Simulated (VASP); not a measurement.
# CuTe in VASP: further runs

Runs on CuTe. Level: LDA. Tasks: relaxation of cell and atoms.

Everything below comes from runs of VASP 6.6.1. Logs are shortened: lines on timing, memory, paths and dates and some standing lists are left out, and cuts for length are marked.

### 1 The slab as given

The cell holds a slab with vacuum, 4 atoms: a = 3.155 Å, b = 4.092 Å, c = 21.877 Å, α = 90.00°, β = 90.00°, γ = 90.00°.

### 2 Relaxation of cell and atoms, LDA

The input, INCAR:

```
PREC = Accurate ; ENCUT = 600
EDIFF = 1E-6 ; ISMEAR = 0
SIGMA = 0.03 ; LREAL = False
LASPH = True ; NELM = 80
ALGO = Normal ; ISIF = 3
LWAVE = False ; LCHARG = False
IBRION = 2 ; NSW = 90
EDIFFG = -0.01 ; LATTICE_CONSTRAINTS = .TRUE. .TRUE. .FALSE.
```

The input, KPOINTS:

```
Automatic mesh
0
Gamma
  10 8 1
```

The input, POSCAR:

```
CuTe
1.0
    3.1550000000      0.0000000000      0.0000000000
    0.0000000000      4.0920000000      0.0000000000
    0.0000000000      0.0000000000     21.8772744000
Te Cu
2 2
Direct
    0.0000000000      0.0000000000      0.4113858000
    0.5000000000      0.5000000000      0.5886142000
    0.0000000000      0.5000000000      0.4849607000
    0.5000000000      0.0000000000      0.5150393000
```

Potentials or basis: VASP PAW LDA potentials, release 64 (Te, Cu).

The run is started by

```sh
cat potpaw_LDA.64/Te/POTCAR potpaw_LDA.64/Cu/POTCAR > POTCAR
mpirun -np 1 vasp_std > vasp.out
```

OUTCAR:

```text
PREC = Accurate
   ENCUT = 600
   EDIFF = 1E-6
   ISMEAR = 0
   LREAL = False
   LASPH = True
   NELM = 80
   ISIF = 3
   IBRION = 2
   NSW = 90
   EDIFFG = -0.01

 ion  position               nearest neighbor table
   1  0.000  0.000  0.411-   3 2.60   3 2.60   4 2.76   4 2.76
   2  0.500  0.500  0.589-   4 2.60   4 2.60   3 2.76   3 2.76
   3  0.000  0.500  0.485-   1 2.60   1 2.60   4 2.67   4 2.67   4 2.67   4 2.67   2 2.76   2 2.76

   4  0.500  0.000  0.515-   2 2.60   2 2.60   3 2.67   3 2.67   3 2.67   3 2.67   1 2.76   1 2.76

  LATTYP: Found a simple orthorhombic cell.
 ALAT       =     3.1550000000
 B/A-ratio  =     1.2969889065
 C/A-ratio  =     6.9341598732

  Lattice vectors:

 A1 = (   3.1550000000,   0.0000000000,   0.0000000000)
 A2 = (   0.0000000000,   4.0920000000,   0.0000000000)
 A3 = (   0.0000000000,   0.0000000000,  21.8772744000)

Analysis of symmetry for initial positions (statically):
=====================================================================
 Subroutine PRICEL returns:
 Original cell was already a primitive cell.

 Routine SETGRP: Setting up the symmetry group for a
 simple orthorhombic supercell.

 Subroutine GETGRP returns: Found  8 space group operations
 (whereof  4 operations were pure point group operations)
 out of a pool of  8 trial point group operations.

The static configuration has the point symmetry C_2v.
 The point group associated with its full space group is D_2h.

Analysis of symmetry for dynamics (positions and initial velocities):
=====================================================================
 Subroutine PRICEL returns:
 Original cell was already a primitive cell.

 Routine SETGRP: Setting up the symmetry group for a
 simple orthorhombic supercell.

 Subroutine GETGRP returns: Found  8 space group operations
 (whereof  4 operations were pure point group operations)
 out of a pool of  8 trial point group operations.

The dynamic configuration has the point symmetry C_2v.
 The point group associated with its full space group is D_2h.

 Subroutine INISYM returns: Found  8 space group operations
 (whereof  4 operations are pure point group operations),
 and found     1 'primitive' translations

[... 115 lines left out ...]
   IALGO  =     38    algorithm
   IMIX   =      4    mixing-type and parameters
     AMIX     =   0.40;   BMIX     =  1.00
     AMIX_MAG =   1.60;   BMIX_MAG =  1.00
  volume/ion in A,a.u.               =      70.61       476.50
  Fermi-wavevector in a.u.,A,eV,Ry     =   0.808336  1.527533  8.890136  0.653407
  Thomas-Fermi vector in A             =   1.917122
   LORBIT       =      0    0 simple, 1 ext, 2 COOP (PROOUT), +10 PAW based schemes
   GGA     = CA    functional components
   LHFCALC =     F    Hartree Fock is set to
   AEXX    =    0.0000 exact exchange contribution
   IVDW    =     0    specifies the selected vdW correction
   LEPSILON=     F    determine dielectric tensor
   LRPA    =     F    only Hartree local field effects (RPA)
 conjugate gradient relaxation of ions
 non-spin polarized calculation
 Gauss-broadening in eV      SIGMA  =   0.03
  energy-cutoff  :      600.00
  volume of cell :      282.44
 maximum number of plane-waves:      9468
 NGX is ok and might be reduce to    28
   NGX = 13   NGY = 17   NGZ = 87

--------------------------------------- Ionic step        1  -------------------------------------------

 number of electron      33.9999992 magnetization

 Free energy of the ion-electron system (eV)
  ---------------------------------------------------
  ext. energy  EPLUGINS =         0.00000000
  ---------------------------------------------------
  free energy    TOTEN  =       -16.85563613 eV

  energy without entropy =      -16.85314545  energy(sigma->0) =      -16.85439079

------------------------ aborting loop because EDIFF is reached ----------------------------------------

  FORCE on cell =-STRESS in cart. coord.  units (eV):
  Direction    XX          YY          ZZ          XY          YZ          ZX
  --------------------------------------------------------------------------------------
  -------------------------------------------------------------------------------------
  Total       -1.6012184     -3.9454516     -2.6222165      0.0000000      0.0000000      0.0000000
  in kB       -9.0830762    -22.3809801    -14.8747926      0.0000000      0.0000000      0.0000000
  external PRESSURE =     -15.4462830 kB  Pullay stress =       0.0000000 kB
[... 95 lines left out ...]
  FREE ENERGIE OF THE ION-ELECTRON SYSTEM (eV)
  ---------------------------------------------------
  free  energy   TOTEN  =       -16.9733434058 eV

  energy  without entropy=      -16.9706545339  energy(sigma->0) =      -16.97199897

[... ionic steps 4 to 17 ...]

--------------------------------------- Ionic step       18  -------------------------------------------

 number of electron      34.0000004 magnetization

------------------------ aborting loop because EDIFF is reached ----------------------------------------
[... 71 lines left out ...]
--------------------------------------- Ionic step       20  -------------------------------------------

 number of electron      34.0000002 magnetization

 Free energy of the ion-electron system (eV)
  ---------------------------------------------------
  ext. energy  EPLUGINS =         0.00000000
  ---------------------------------------------------
  free energy    TOTEN  =       -17.01840393 eV

  energy without entropy =      -17.01708744  energy(sigma->0) =      -17.01774569

 E-fermi :  -1.0168     XC(G=0):  -3.8672

 val. band max:       -1.0483963802   @ k =   0.2000   0.2500   0.0000
 cond. band min:      -1.0022254491   @ k =   0.2000   0.1250   0.0000
 fundamental gap:      0.0461709312
 Fermi energy:        -1.0167880271

 k-point     1 :       0.0000    0.0000    0.0000
  band No.  band energies     occupation
      1     -14.1693      2.00000
      2     -13.4282      2.00000
      3      -7.3267      2.00000
      4      -5.8848      2.00000
      5      -5.4526      2.00000
      6      -4.9460      2.00000
[... 565 lines left out ...]
     20       2.1263      0.00000
     21       2.2746      0.00000

 [... further k-points ...]

------------------------ aborting loop because EDIFF is reached ----------------------------------------

  FORCE on cell =-STRESS in cart. coord.  units (eV):
  Direction    XX          YY          ZZ          XY          YZ          ZX
  --------------------------------------------------------------------------------------
  -------------------------------------------------------------------------------------
  Total       -0.0331476     -0.0001337     -0.0388279      0.0000000      0.0000000      0.0000000
  in kB       -0.1967357     -0.0007935     -0.2304488      0.0000000      0.0000000      0.0000000
  external PRESSURE =      -0.1426593 kB  Pullay stress =       0.0000000 kB
[... 19 lines left out ...]
  FREE ENERGIE OF THE ION-ELECTRON SYSTEM (eV)
  ---------------------------------------------------
  free  energy   TOTEN  =       -17.0184039324 eV

  energy  without entropy=      -17.0170874431  energy(sigma->0) =      -17.01774569

 reached required accuracy - stopping structural energy minimisation
```

It took 28 min on 1 thread of Intel Xeon 6975P-C (Granite Rapids), shared host; peak memory 0.53 GiB.

Results:

* Free energy: -17.0184 eV
* Relaxed volume: 67.49 Å³/atom
* Relaxed cell: a = 3.204 Å, b = 3.852 Å, c = 21.877 Å, α = 90.00°, β = 90.00°, γ = 90.00°
* Space group after relaxing (to 0.05 Å): Pmmn (No. 59)
* Energy gained by relaxing: 40.7 meV/atom
* Ionic steps: 20
* Largest force after relaxing: 0.005 eV/Å
* Band gap on the k mesh: none (metal or under the smearing width)

Forces in eV/Å, atoms in the order of the input:
```
Te   0.000  0.000  0.005
Te   0.000  0.000 -0.005
Cu   0.000  0.000  0.002
Cu   0.000  0.000 -0.002
```

Step by step:
| step | energy change (eV) | largest force (eV/Å) | pressure (GPa) | volume (Å³) |
| --- | --- | --- | --- | --- |
| 1 | 0.0000 | 0.6413 | -1.54 | 282.44 |
| 2 | -0.1134 | 0.2959 | 0.45 | 263.81 |
| 3 | -0.1177 | 0.2730 | 0.15 | 266.49 |
| 4 | -0.1177 | 0.2707 | 0.10 | 266.81 |
| 5 | -0.1338 | 0.2715 | 0.05 | 267.44 |
| 6 | -0.1472 | 0.2718 | -0.01 | 268.46 |
| 7 | -0.1476 | 0.2728 | -0.04 | 268.62 |
| 8 | -0.1590 | 0.1211 | -0.11 | 268.98 |
| 9 | -0.1618 | 0.0859 | -0.13 | 269.26 |
| 10 | -0.1619 | 0.0158 | 0.14 | 267.93 |
| 11 | -0.1622 | 0.0324 | 0.00 | 268.55 |
| 12 | -0.1622 | 0.0301 | 0.00 | 268.52 |
| 13 | -0.1622 | 0.0158 | 0.05 | 268.34 |
| 14 | -0.1622 | 0.0279 | 0.02 | 268.50 |
| 15 | -0.1626 | 0.0027 | 0.04 | 269.04 |
| 16 | -0.1627 | 0.0186 | 0.04 | 269.50 |
| 17 | -0.1627 | 0.0135 | 0.06 | 269.39 |
| 18 | -0.1625 | 0.0295 | -0.03 | 270.74 |
| 19 | -0.1627 | 0.0145 | -0.04 | 270.25 |
| 20 | -0.1628 | 0.0048 | -0.01 | 269.95 |

Final structure:
```yaml
crystal:
  lattice:
    - [3.20372, 0.00000, 0.00000]
    - [0.00000, 3.85152, 0.00000]
    - [0.00000, 0.00000, 21.87727]
  atoms:
    - { symbol: Te, position: [0.00000, 0.00000, 0.41306] }
    - { symbol: Te, position: [0.50000, 0.50000, 0.58694] }
    - { symbol: Cu, position: [0.00000, 0.50000, 0.48982] }
    - { symbol: Cu, position: [0.50000, 0.00000, 0.51018] }
```

Spin-orbit coupling is left out, which matters for the levels of Te. LDA usually gives volumes a few per cent too small.

### 3 Relaxation of cell and atoms, LDA

This run uses another cell than the first one, of 67.49 Å³/atom, 0.956 times its volume.

The input, INCAR:

```
PREC = Accurate ; ENCUT = 600
EDIFF = 1E-7 ; ISMEAR = 0
SIGMA = 0.03 ; LREAL = False
LASPH = True ; NELM = 80
ALGO = Normal ; ISIF = 3
LWAVE = False ; LCHARG = False
IBRION = 2 ; NSW = 90
EDIFFG = -0.005 ; LATTICE_CONSTRAINTS = .TRUE. .TRUE. .FALSE.
```

KPOINTS is that of step 2.

The input, POSCAR:

```
CuTe                                    
1.0
    3.2037184351      0.0000000000      0.0000000000
    0.0000000000      3.8515231463      0.0000000000
    0.0000000000      0.0000000000     21.8772744000
  Te              Cu            
     2     2
Direct
     0.0000000000000000    0.0000000000000000    0.4130639740402869
     0.5000000000000000    0.5000000000000000    0.5869360259597132
     0.0000000000000000    0.5000000000000000    0.4898246810046269
     0.5000000000000000    0.0000000000000000    0.5101753189953729
```

Potentials or basis: VASP PAW LDA potentials, release 64 (Te, Cu).

The run is started by

```sh
cat potpaw_LDA.64/Te/POTCAR potpaw_LDA.64/Cu/POTCAR > POTCAR
mpirun -np 1 vasp_std > vasp.out
```

OUTCAR:

```text
PREC = Accurate
   ENCUT = 600
   EDIFF = 1E-7
   ISMEAR = 0
   LREAL = False
   LASPH = True
   NELM = 80
   ISIF = 3
   IBRION = 2
   NSW = 90
   EDIFFG = -0.005

 ion  position               nearest neighbor table
   1  0.000  0.000  0.413-   3 2.56   3 2.56   4 2.66   4 2.66
   2  0.500  0.500  0.587-   4 2.56   4 2.56   3 2.66   3 2.66
   3  0.000  0.500  0.490-   4 2.54   4 2.54   4 2.54   4 2.54   1 2.56   1 2.56   2 2.66   2 2.66

   4  0.500  0.000  0.510-   3 2.54   3 2.54   3 2.54   3 2.54   2 2.56   2 2.56   1 2.66   1 2.66

  LATTYP: Found a simple orthorhombic cell.
 ALAT       =     3.2037184351
 B/A-ratio  =     1.2022040090
 C/A-ratio  =     6.8287132103

  Lattice vectors:

 A1 = (   3.2037184351,   0.0000000000,   0.0000000000)
 A2 = (   0.0000000000,   3.8515231463,   0.0000000000)
 A3 = (   0.0000000000,   0.0000000000,  21.8772744000)

Analysis of symmetry for initial positions (statically):
=====================================================================
 Subroutine PRICEL returns:
 Original cell was already a primitive cell.

 Routine SETGRP: Setting up the symmetry group for a
 simple orthorhombic supercell.

 Subroutine GETGRP returns: Found  8 space group operations
 (whereof  4 operations were pure point group operations)
 out of a pool of  8 trial point group operations.

The static configuration has the point symmetry C_2v.
 The point group associated with its full space group is D_2h.

Analysis of symmetry for dynamics (positions and initial velocities):
=====================================================================
 Subroutine PRICEL returns:
 Original cell was already a primitive cell.

 Routine SETGRP: Setting up the symmetry group for a
 simple orthorhombic supercell.

 Subroutine GETGRP returns: Found  8 space group operations
 (whereof  4 operations were pure point group operations)
 out of a pool of  8 trial point group operations.

The dynamic configuration has the point symmetry C_2v.
 The point group associated with its full space group is D_2h.

 Subroutine INISYM returns: Found  8 space group operations
 (whereof  4 operations are pure point group operations),
 and found     1 'primitive' translations

----------------------------------------------------------------------------------------

                                     Primitive cell

  volume of cell :     269.9480

  direct lattice vectors                    reciprocal lattice vectors
     3.203718435  0.000000000  0.000000000     0.312137293  0.000000000  0.000000000
     0.000000000  3.851523146  0.000000000     0.000000000  0.259637541  0.000000000
     0.000000000  0.000000000 21.877274400     0.000000000  0.000000000  0.045709533

  length of vectors
[... 118 lines left out ...]
 non-spin polarized calculation
 Gauss-broadening in eV      SIGMA  =   0.03
  energy-cutoff  :      600.00
  volume of cell :      269.95
 maximum number of plane-waves:      9068
 NGX is ok and might be reduce to    28
   NGX = 13   NGY = 15   NGZ = 87

--------------------------------------- Ionic step        1  -------------------------------------------

 number of electron      33.9999991 magnetization

 Free energy of the ion-electron system (eV)
  ---------------------------------------------------
  ext. energy  EPLUGINS =         0.00000000
  ---------------------------------------------------
  free energy    TOTEN  =       -17.01777384 eV

  energy without entropy =      -17.01645749  energy(sigma->0) =      -17.01711567

------------------------ aborting loop because EDIFF is reached ----------------------------------------

  FORCE on cell =-STRESS in cart. coord.  units (eV):
  Direction    XX          YY          ZZ          XY          YZ          ZX
  --------------------------------------------------------------------------------------
  -------------------------------------------------------------------------------------
  Total       -0.0284366      0.0102997     -0.0305185      0.0000000      0.0000000      0.0000000
  in kB       -0.1687749      0.0611299     -0.1811312      0.0000000      0.0000000      0.0000000
  external PRESSURE =      -0.0962587 kB  Pullay stress =       0.0000000 kB

 VOLUME and BASIS-vectors are now :
 -----------------------------------------------------------------------------
  energy-cutoff  :      600.00
  volume of cell :      269.95
      direct lattice vectors                 reciprocal lattice vectors
     3.203718435  0.000000000  0.000000000     0.312137293  0.000000000  0.000000000
     0.000000000  3.851523146  0.000000000     0.000000000  0.259637541  0.000000000
     0.000000000  0.000000000 21.877274400     0.000000000  0.000000000  0.045709533

 POSITION                                       TOTAL-FORCE (eV/Angst)
 -----------------------------------------------------------------------------------
      0.00000      0.00000      9.03671         0.000000      0.000000      0.004955
      1.60186      1.92576     12.84056         0.000000      0.000000     -0.004955
      0.00000      1.92576     10.71603         0.000000      0.000000      0.001714
      1.60186      0.00000     11.16125         0.000000      0.000000     -0.001714
 -----------------------------------------------------------------------------------
    total drift:                                0.000000      0.000000      0.000000

  FREE ENERGIE OF THE ION-ELECTRON SYSTEM (eV)
  ---------------------------------------------------
  free  energy   TOTEN  =       -17.0177738393 eV

  energy  without entropy=      -17.0164574944  energy(sigma->0) =      -17.01711567

--------------------------------------- Ionic step        2  -------------------------------------------

 number of electron      33.9999991 magnetization

 Free energy of the ion-electron system (eV)
  ---------------------------------------------------
  ext. energy  EPLUGINS =         0.00000000
  ---------------------------------------------------
  free energy    TOTEN  =       -17.01778161 eV

  energy without entropy =      -17.01644843  energy(sigma->0) =      -17.01711502

 E-fermi :  -1.0146     XC(G=0):  -3.8843

 val. band max:       -1.0455268685   @ k =   0.2000   0.2500   0.0000
 cond. band min:      -1.0005994487   @ k =   0.2000   0.1250   0.0000
 fundamental gap:      0.0449274198
 Fermi energy:        -1.0145846059

 k-point     1 :       0.0000    0.0000    0.0000
  band No.  band energies     occupation
      1     -14.1708      2.00000
      2     -13.4293      2.00000
      3      -7.3273      2.00000
      4      -5.8854      2.00000
      5      -5.4535      2.00000
      6      -4.9456      2.00000
[... 565 lines left out ...]
     20       2.1280      0.00000
     21       2.2762      0.00000

 [... further k-points ...]

------------------------ aborting loop because EDIFF is reached ----------------------------------------

  FORCE on cell =-STRESS in cart. coord.  units (eV):
  Direction    XX          YY          ZZ          XY          YZ          ZX
  --------------------------------------------------------------------------------------
  -------------------------------------------------------------------------------------
  Total        0.0055469      0.0178749     -0.0085184      0.0000000      0.0000000      0.0000000
  in kB        0.0329286      0.1061130     -0.0505688      0.0000000      0.0000000      0.0000000
  external PRESSURE =       0.0294909 kB  Pullay stress =       0.0000000 kB

 VOLUME and BASIS-vectors are now :
 -----------------------------------------------------------------------------
  energy-cutoff  :      600.00
  volume of cell :      269.89
      direct lattice vectors                 reciprocal lattice vectors
     3.202619675  0.000000000  0.000000000     0.312244382  0.000000000  0.000000000
     0.000000000  3.852001586  0.000000000     0.000000000  0.259605293  0.000000000
     0.000000000  0.000000000 21.877274400     0.000000000  0.000000000  0.045709533

 POSITION                                       TOTAL-FORCE (eV/Angst)
 -----------------------------------------------------------------------------------
      0.00000      0.00000      9.03695         0.000000      0.000000      0.001220
      1.60131      1.92600     12.84032         0.000000      0.000000     -0.001220
      0.00000      1.92600     10.71611         0.000000      0.000000     -0.000727
      1.60131      0.00000     11.16116         0.000000      0.000000      0.000727
 -----------------------------------------------------------------------------------
    total drift:                                0.000000      0.000000      0.000000

  FREE ENERGIE OF THE ION-ELECTRON SYSTEM (eV)
  ---------------------------------------------------
  free  energy   TOTEN  =       -17.0177816129 eV

  energy  without entropy=      -17.0164484266  energy(sigma->0) =      -17.01711502

 reached required accuracy - stopping structural energy minimisation
```

Wall time 4.4 min (1 thread of Intel Xeon 6975P-C (Granite Rapids), shared host); peak memory 0.46 GiB.

Results:

- Free energy: -17.0178 eV
- Relaxed volume: 67.47 Å³/atom
- Relaxed cell: a = 3.203 Å, b = 3.852 Å, c = 21.877 Å, α = 90.00°, β = 90.00°, γ = 90.00°
- Space group after relaxing (to 0.05 Å): Pmmn (No. 59)
- Energy gained by relaxing: 0.0 meV/atom
- Ionic steps: 2
- Band gap on the k mesh: none (metal or under the smearing width)

Final structure:
```
CELL_PARAMETERS angstrom
3.20262 0.00000 0.00000
0.00000 3.85200 0.00000
0.00000 0.00000 21.87727
ATOMIC_POSITIONS crystal
Te 0.00000 0.00000 0.41307
Te 0.50000 0.50000 0.58693
Cu 0.00000 0.50000 0.48983
Cu 0.50000 0.00000 0.51017
```

Levels at points of the mesh, in eV from the Fermi level:
```tsv
k point	band 13	band 14	band 15	band 16	band 17	band 18	band 19	band 20	band 21
(0.00, 0.00, 0.00)	-1.96	-1.86	-1.82	0.36	1.42	2.33	2.74	3.28	4.26
(0.50, 0.00, 0.00)	-2.56	-2.56	-1.19	-1.19	0.88	0.88	2.35	2.35	5.84
(0.00, 0.50, 0.00)	-2.68	-2.68	-2.00	-2.00	2.56	2.56	2.72	2.72	5.67
(0.50, 0.50, 0.00)	-2.45	-2.45	-1.97	-1.97	-1.57	-1.57	3.04	3.04	3.26
```
